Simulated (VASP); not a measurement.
A convergence study with VASP on Ti (hcp): one setting is varied, all else stays as given below, so the limit is that of these other settings. Each run relaxes cell and ions from the cell shown.

```yaml
crystal:
  lattice:
    - [1.47500, -2.55477, 0.00000]
    - [1.47500, 2.55477, 0.00000]
    - [0.00000, 0.00000, 4.68000]
  atoms:
    - { symbol: Ti, position: [0.33333, 0.66667, 0.25000] }
    - { symbol: Ti, position: [0.66667, 0.33333, 0.75000] }
```

Calculation: LDA (Ceperley-Alder, Perdew-Zunger), VASP's LDA PAW potentials (set 64) (plane waves; VASP). The tightest run used: 550 eV cut-off, 19×19×11 Γ-centred mesh, first-order Methfessel-Paxton smearing of 0.10 eV, potentials Ti_sv.

Problem. The settings run are 2×2×1 mesh; 3×3×2 mesh; 4×4×2 mesh; 5×5×3 mesh; 6×6×3 mesh; 7×7×4 mesh; 8×8×4 mesh; 9×9×5 mesh; 10×10×6 mesh; 11×11×6 mesh; 12×12×7 mesh; 13×13×7 mesh; 14×14×8 mesh; 15×15×8 mesh; 16×16×9 mesh; 17×17×10 mesh; 18×18×10 mesh; 19×19×11 mesh. From which on does the relaxed volume stay within 0.05 Å³/atom of the tightest run?

Solution. From 7×7×4 mesh on: it is off by 0.031 there and by no more than 0.05 in any finer run, while 6×6×3 mesh is off by 0.114.
```csv
setting,relaxed volume (Å³/atom),E (eV/atom),irreducible k-points,difference judged (Å³/atom)
2×2×1 mesh,14.977,-9.5958,2,1.100
3×3×2 mesh,15.943,-8.5984,6,0.134
4×4×2 mesh,16.151,-8.5171,8,0.074
5×5×3 mesh,16.077,-8.5527,10,0.001
6×6×3 mesh,16.191,-8.5256,14,0.114
7×7×4 mesh,16.109,-8.5492,24,0.031
8×8×4 mesh,16.076,-8.5605,30,0.001
9×9×5 mesh,16.070,-8.5521,36,0.008
10×10×6 mesh,16.062,-8.5493,56,0.015
11×11×6 mesh,16.065,-8.5501,64,0.013
12×12×7 mesh,16.095,-8.5484,76,0.017
13×13×7 mesh,16.079,-8.5493,84,0.002
14×14×8 mesh,16.088,-8.5505,120,0.010
15×15×8 mesh,16.079,-8.5502,135,0.001
16×16×9 mesh,16.080,-8.5509,150,0.002
17×17×10 mesh,16.079,-8.5505,198,0.002
18×18×10 mesh,16.084,-8.5504,222,0.007
19×19×11 mesh,16.077,-8.5503,240,0.000
```

Left out are rungs that failed or repeat a setting and relaxations that didn't move; long series are thinned to 24 rows.

The compound is Ti in the hcp structure.
